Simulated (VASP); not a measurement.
```yaml
crystal:
  lattice:
    - [0.00000, 2.70320, 2.70320]
    - [2.70320, 0.00000, 2.70320]
    - [2.70320, 2.70320, 0.00000]
  atoms:
    - { symbol: Zn, position: [0.00000, 0.00000, 0.00000] }
    - { symbol: S, position: [0.25000, 0.25000, 0.25000] }
```

Calculation: LDA (Ceperley-Alder, Perdew-Zunger), VASP's LDA PAW potentials (set 64) (plane waves; VASP). Numerical set-up: 520 eV cut-off, 9×9×9 Γ-centred mesh, Gaussian smearing of 0.050 eV, potentials Zn S.

Q: The job: ZnS (zinc blende), 2 atoms, LDA, static run, 520 eV, 9×9×9 Γ-centred mesh. Roughly how much core time does it take on a busy server core?

A: About 10 core-seconds (one run on a shared machine, a rough figure). It had 35 irreducible k-points, 13 bands, up to 1075 plane waves and 14 electronic steps.

The compound is ZnS in the zinc blende structure. This cell is one point of a volume scan, at 1.06 of the reference volume.
